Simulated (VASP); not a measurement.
These are TPSS meta-GGA, VASP's PBE PAW potentials (set 64) (plane waves; VASP) values and carry that method's errors.

VASP input:

File KPOINTS:
```
Automatic mesh
0
Gamma
15 15 15
0 0 0
```

POSCAR:
```
Li
1
   -1.6636253998     1.6636253998     1.6636253998
    1.6636253998    -1.6636253998     1.6636253998
    1.6636253998     1.6636253998    -1.6636253998
Li
1
Direct
  0.0000000000   0.0000000000   0.0000000000
```

INCAR:
```
# general
SYSTEM   =  Li
PREC     =  Accurate
ENCUT    =  520
LREAL    =  F
LASPH    =  T

# electronic loop
EDIFF    =  1E-7
NELM     =  100
ALGO     =  Normal
LMIXTAU  =  T

# smearing
ISMEAR   =  1
SIGMA    =  0.1

# functional
METAGGA  =  TPSS

# ions
ISIF     =  2

# output
LWAVE    =  F
LCHARG   =  F
```

POTCAR, in this order: Li_sv (PBE.64 set). Program: vasp_std.

The run wrote:

File OUTCAR:
```
 ion  position               nearest neighbor table
   1  0.000  0.000  0.000-
  LATTYP: Found a body centered cubic cell.
 ALAT       =     3.3272507996
 Subroutine PRICEL returns:
 Original cell was already a primitive cell.
 Subroutine GETGRP returns: Found 48 space group operations
The static configuration has the point symmetry O_h .
The dynamic configuration has the point symmetry O_h .
 Subroutine INISYM returns: Found 48 space group operations
 Subroutine IBZKPT returns following result:
 Found    120 irreducible k-points:

 Following reciprocal coordinates:
            Coordinates               Weight
  0.000000  0.000000  0.000000      1.000000
  0.066667  0.000000  0.000000     12.000000
  0.133333  0.000000  0.000000     12.000000
  0.200000  0.000000  0.000000     12.000000
  0.266667  0.000000  0.000000     12.000000
  0.333333  0.000000  0.000000     12.000000
  0.400000  0.000000  0.000000     12.000000
  0.466667  0.000000  0.000000     12.000000
  0.066667  0.066667  0.000000     24.000000
  0.133333  0.066667 -0.000000     48.000000
  0.200000  0.066667  0.000000     48.000000
  0.266667  0.066667  0.000000     48.000000
  0.333333  0.066667 -0.000000     48.000000
  0.400000  0.066667 -0.000000     48.000000
  0.466667  0.066667 -0.000000     24.000000
  0.133333  0.133333  0.000000     24.000000
  0.200000  0.133333  0.000000     48.000000
  0.266667  0.133333 -0.000000     48.000000
  0.333333  0.133333 -0.000000     48.000000
  0.400000  0.133333  0.000000     48.000000
  0.200000  0.200000  0.000000     24.000000
  0.266667  0.200000 -0.000000     48.000000
  0.333333  0.200000 -0.000000     48.000000
  0.400000  0.200000  0.000000     24.000000
  0.266667  0.266667  0.000000     24.000000
  0.333333  0.266667  0.000000     48.000000
  0.333333  0.333333  0.000000      8.000000
  0.066667  0.066667  0.066667      8.000000
  0.133333  0.066667  0.066667     24.000000
  0.200000  0.066667  0.066667     24.000000
  0.266667  0.066667  0.066667     24.000000
  0.333333  0.066667  0.066667     24.000000
  0.400000  0.066667  0.066667     24.000000
 -0.066667  0.066667  0.066667      6.000000
  0.133333  0.133333  0.066667     24.000000
  0.200000  0.133333  0.066667     48.000000
  0.266667  0.133333  0.066667     48.000000
  0.333333  0.133333  0.066667     48.000000
  0.400000  0.133333  0.066667     24.000000
 -0.133333  0.133333  0.066667     24.000000
   k-points           NKPTS =    120   k-points in BZ     NKDIM =    120   number of bands    NBANDS=      5
   number of dos      NEDOS =    301   number of ions     NIONS =      1
   total plane-waves  NPLWV =  13824
   dimension x,y,z NGX =    24 NGY =   24 NGZ =   24
   dimension x,y,z NGXF=    48 NGYF=   48 NGZF=   48
   ions per type =               1
   PREC   = accura    normal or accurate (medium, high low for compatibility)
   ISTART =      0    job   : 0-new  1-cont  2-samecut
   ICHARG =      2    charge: 1-file 2-atom 10-const
   ISPIN  =      1    spin polarized calculation?
   LNONCOLLINEAR =      F non collinear calculations
   LSORBIT =      F    spin-orbit coupling
   INIWAV =      1    electr: 0-lowe 1-rand  2-diag
   ENCUT  =  520.0 eV  38.22 Ry    6.18 a.u.   5.36  5.36  5.36*2*pi/ulx,y,z
   NELM   =    100;   NELMIN=  2; NELMDL= -5     # of ELM steps
   EDIFF  = 0.1E-06   stopping-criterion for ELM
   LREAL  =      F    real-space projection
   NLSPLINE    = F    spline interpolate recip. space projectors
   LMAXMIX     =    2 max onsite mixed and CHGCAR
   VOSKOWN=      0    Vosko Wilk Nusair interpolation
...
```

### OSZICAR
```
       N       E                     dE             d eps       ncg     rms          rms(c)
DAV:   1     0.391105088733E+02    0.39111E+02   -0.13104E+05  1200   0.497E+05
DAV:   2     0.206469773054E+02   -0.18464E+02   -0.12238E+02  1560   0.597E+03
DAV:   3    -0.465510569012E-01   -0.20694E+02   -0.19511E+02  2400   0.128E+03
DAV:   4    -0.221037452545E+01   -0.21638E+01   -0.20775E+01  2400   0.161E+02
DAV:   5    -0.299506498244E+01   -0.78469E+00   -0.77800E+00  2400   0.742E+01    0.101E+00
DAV:   6    -0.251420597987E+01    0.48086E+00   -0.81422E+00  1600   0.297E+01    0.544E-01
DAV:   7    -0.263408341804E+01   -0.11988E+00   -0.35254E-01  1450   0.659E+00    0.239E-01
DAV:   8    -0.260401450735E+01    0.30069E-01   -0.46310E-02  1465   0.323E+00    0.430E-01
DAV:   9    -0.296179120511E+01   -0.35778E+00   -0.19212E-01  1230   0.667E+00    0.955E-02
DAV:  10    -0.265486871575E+01    0.30692E+00   -0.25992E-01  1200   0.544E+00    0.163E-01
DAV:  11    -0.265429285327E+01    0.57586E-03   -0.12426E-02  1475   0.116E+00    0.155E-01
DAV:  12    -0.265329028220E+01    0.10026E-02   -0.30655E-03  1225   0.710E-01    0.156E-01
DAV:  13    -0.265110253363E+01    0.21877E-02   -0.34757E-02  1275   0.279E+00    0.138E-01
DAV:  14    -0.265243999070E+01   -0.13375E-02   -0.51842E-03  1200   0.658E-01    0.305E-02
DAV:  15    -0.265390880606E+01   -0.14688E-02   -0.12280E-02  1250   0.114E+00    0.776E-02
DAV:  16    -0.265392492459E+01   -0.16119E-04   -0.56821E-04  1445   0.359E-01    0.326E-02
DAV:  17    -0.265360312343E+01    0.32180E-03   -0.10408E-03  1715   0.548E-01    0.128E-02
DAV:  18    -0.265324513290E+01    0.35799E-03   -0.49770E-04  1700   0.406E-01    0.174E-02
DAV:  19    -0.265339559819E+01   -0.15047E-03   -0.42247E-05  1200   0.647E-02    0.291E-02
DAV:  20    -0.265365455538E+01   -0.25896E-03   -0.19718E-04  1400   0.186E-01    0.332E-02
DAV:  21    -0.265363156370E+01    0.22992E-04   -0.56058E-06  1255   0.308E-02    0.291E-02
DAV:  22    -0.265368060244E+01   -0.49039E-04   -0.10201E-05  1695   0.542E-02    0.274E-02
DAV:  23    -0.265378891158E+01   -0.10831E-03   -0.62971E-05  1675   0.133E-01    0.222E-02
DAV:  24    -0.265386385612E+01   -0.74945E-04   -0.59741E-05  1670   0.121E-01    0.198E-02
DAV:  25    -0.265391986651E+01   -0.56010E-04   -0.67970E-05  1740   0.139E-01    0.145E-02
DAV:  26    -0.265394957118E+01   -0.29705E-04   -0.57786E-05  1720   0.128E-01    0.991E-03
DAV:  27    -0.265395389008E+01   -0.43189E-05   -0.10541E-05  1390   0.610E-02    0.577E-03
DAV:  28    -0.265395575755E+01   -0.18675E-05   -0.31476E-06  1755   0.321E-02    0.382E-03
DAV:  29    -0.265395827692E+01   -0.25194E-05   -0.95315E-06  1635   0.513E-02    0.232E-03
DAV:  30    -0.265395819322E+01    0.83692E-07   -0.94064E-07  1470   0.174E-02
   1 F= -.26539582E+01 E0= -.26539279E+01  d E =-.907457E-04
```

OUTCAR:
```
------------------------ aborting loop because EDIFF is reached ----------------------------------------
  FORCE on cell =-STRESS in cart. coord.  units (eV):
  Direction    XX          YY          ZZ          XY          YZ          ZX
  --------------------------------------------------------------------------------------
  Total        0.1172848      0.1172848      0.1172848     -0.0000000     -0.0000000     -0.0000000
  in kB       10.2029492     10.2029492     10.2029492     -0.0000000     -0.0000000     -0.0000000
  external PRESSURE =      10.2029492 kB  Pullay stress =       0.0000000 kB
  volume of cell :       18.42
      direct lattice vectors                 reciprocal lattice vectors
    -1.663625400  1.663625400  1.663625400     0.000000000  0.300548429  0.300548429
     1.663625400 -1.663625400  1.663625400     0.300548429  0.000000000  0.300548429
     1.663625400  1.663625400 -1.663625400     0.300548429  0.300548429  0.000000000
 POSITION                                       TOTAL-FORCE (eV/Angst)
 -----------------------------------------------------------------------------------
      0.00000      0.00000      0.00000        -0.000000      0.000000      0.000000
 -----------------------------------------------------------------------------------
    total drift:                               -0.000000      0.000000      0.000000
  FREE ENERGIE OF THE ION-ELECTRON SYSTEM (eV)
  ---------------------------------------------------
  free  energy   TOTEN  =        -2.6539581932 eV

  energy  without entropy=       -2.6538674476  energy(sigma->0) =       -2.65392794
```
(Selected blocks of OUTCAR.)

The compound is Li in the bcc structure. This cell is one point of a volume scan, at 0.94 of the reference volume.
